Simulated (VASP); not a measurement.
Method: LDA (Ceperley-Alder, Perdew-Zunger), VASP's LDA PAW potentials (set 64) (plane waves; VASP).

Input for VASP

### INCAR
```
SYSTEM = SrCl2
PREC = Accurate
ENCUT = 400
EDIFF = 1E-6
NELM = 100
ALGO = Normal
LREAL = .FALSE.
LASPH = .TRUE.
ISMEAR = 0
SIGMA = 0.05
LMAXMIX = 4
LWAVE = .FALSE.
LCHARG = .FALSE.
IBRION = 2
ISIF = 3
NSW = 60
EDIFFG = -0.02
```

**POSCAR**
```
SrCl2
1
   -0.0000000000     3.4068686595     3.4068686595
    3.4068686595     0.0000000000     3.4068686595
    3.4068686595     3.4068686595     0.0000000000
Sr Cl
1 2
Direct
  0.0000000000   1.0000000000   1.0000000000
  0.2500000000   0.2500000000   0.2500000000
  0.7500000000   0.7500000000   0.7500000000
```

### KPOINTS
```
kpoints
0
gamma
  5 5 5
```

POTCAR, in this order: Sr_sv Cl (LDA.64 set). Program: vasp_std.

The run wrote:

File OSZICAR:
```
       N       E                     dE             d eps       ncg     rms          rms(c)
DAV:   1     0.130647283925E+03    0.13065E+03   -0.10143E+04   320   0.111E+03
DAV:   2    -0.708759888108E+01   -0.13773E+03   -0.13374E+03   416   0.229E+02
DAV:   3    -0.141285313956E+02   -0.70409E+01   -0.70362E+01   424   0.572E+01
DAV:   4    -0.143846169697E+02   -0.25609E+00   -0.25604E+00   536   0.922E+00
DAV:   5    -0.143877071975E+02   -0.30902E-02   -0.30902E-02   448   0.894E-01    0.165E+01
DAV:   6    -0.141115739458E+02    0.27613E+00   -0.65645E-01   376   0.459E+00    0.106E+01
DAV:   7    -0.140820875903E+02    0.29486E-01   -0.37001E-01   432   0.377E+00    0.138E+00
DAV:   8    -0.140753640968E+02    0.67235E-02   -0.61534E-02   400   0.142E+00    0.290E-01
DAV:   9    -0.140757433641E+02   -0.37927E-03   -0.18029E-03   432   0.281E-01    0.109E-01
DAV:  10    -0.140759092374E+02   -0.16587E-03   -0.17453E-04   440   0.857E-02    0.272E-02
DAV:  11    -0.140759334004E+02   -0.24163E-04   -0.29728E-05   480   0.337E-02    0.148E-02
DAV:  12    -0.140759341903E+02   -0.78987E-06   -0.49311E-06   440   0.127E-02
   1 F= -.14075934E+02 E0= -.14075934E+02  d E =-.140759E+02
```

OUTCAR:
```
------------------------ aborting loop because EDIFF is reached ----------------------------------------
  FORCE on cell =-STRESS in cart. coord.  units (eV):
  Direction    XX          YY          ZZ          XY          YZ          ZX
  --------------------------------------------------------------------------------------
  Total       -0.0536852     -0.0536852     -0.0536852      0.0000000      0.0000000      0.0000000
  in kB       -1.0875986     -1.0875986     -1.0875986      0.0000000      0.0000000      0.0000000
  external PRESSURE =      -1.0875986 kB  Pullay stress =       0.0000000 kB
  volume of cell :       79.09
      direct lattice vectors                 reciprocal lattice vectors
     0.000000000  3.406868660  3.406868660    -0.146762335  0.146762335  0.146762335
     3.406868660  0.000000000  3.406868660     0.146762335 -0.146762335  0.146762335
     3.406868660  3.406868660  0.000000000     0.146762335  0.146762335 -0.146762335
 POSITION                                       TOTAL-FORCE (eV/Angst)
 -----------------------------------------------------------------------------------
      0.00000      0.00000      0.00000         0.000000      0.000000     -0.000000
      1.70343      1.70343      1.70343         0.000000      0.000000      0.000000
      5.11030      5.11030      5.11030        -0.000000     -0.000000     -0.000000
 -----------------------------------------------------------------------------------
    total drift:                                0.000000     -0.000000      0.000000
  FREE ENERGIE OF THE ION-ELECTRON SYSTEM (eV)
  ---------------------------------------------------
  free  energy   TOTEN  =       -14.0759341903 eV

  energy  without entropy=      -14.0759341903  energy(sigma->0) =      -14.07593419

 reached required accuracy - stopping structural energy minimisation
```
(Selected blocks of OUTCAR.)

### OUTCAR
```
 val. band max:        0.3726708751   @ k =  -0.4000   0.4000   0.0000

 cond. band min:       5.6089693679   @ k =   0.0000   0.0000   0.0000


 Fermi energy:         0.6090571339

 k-point     1 :       0.0000    0.0000    0.0000
  band No.  band energies     occupation
      1     -32.0294      2.00000
      2     -14.1647      2.00000
      3     -14.1647      2.00000
      4     -14.1647      2.00000
      5     -13.0163      2.00000
      6     -11.9746      2.00000
      7      -2.0005      2.00000
      8      -2.0005      2.00000
      9      -2.0005      2.00000
     10       0.0796      2.00000
     11       0.0796      2.00000
     12       0.0796      2.00000
     13       5.6090      0.00000
     14       6.2260      0.00000
     15       6.2260      0.00000
     16       9.2786      0.00000

 k-point     2 :       0.2000    0.0000    0.0000
  band No.  band energies     occupation
      1     -32.0275      2.00000
      2     -14.3726      2.00000
      3     -14.1720      2.00000
      4     -14.1720      2.00000
      5     -12.7131      2.00000
      6     -12.0626      2.00000
      7      -1.8361      2.00000
      8      -1.8361      2.00000
      9      -1.6867      2.00000
     10      -0.4122      2.00000
     11      -0.1665      2.00000
     12      -0.1665      2.00000
     13       6.4591      0.00000
     14       6.5654      0.00000
     15       6.5654      0.00000
     16       8.1981      0.00000

 k-point     3 :       0.4000    0.0000    0.0000
  band No.  band energies     occupation
      1     -32.0245      2.00000
      2     -14.5890      2.00000
      3     -14.1838      2.00000
      4     -14.1838      2.00000
      5     -12.5288      2.00000
      6     -11.9968      2.00000
      7      -1.4767      2.00000
      8      -1.4767      2.00000
      9      -1.2430      2.00000
     10      -1.0291      2.00000
     11      -0.6140      2.00000
     12      -0.6140      2.00000
     13       6.9120      0.00000
...
```

The compound is SrCl2 in the fluorite structure. It was relaxed first, which changed the volume by -7 %. The start is the result of an earlier pass.
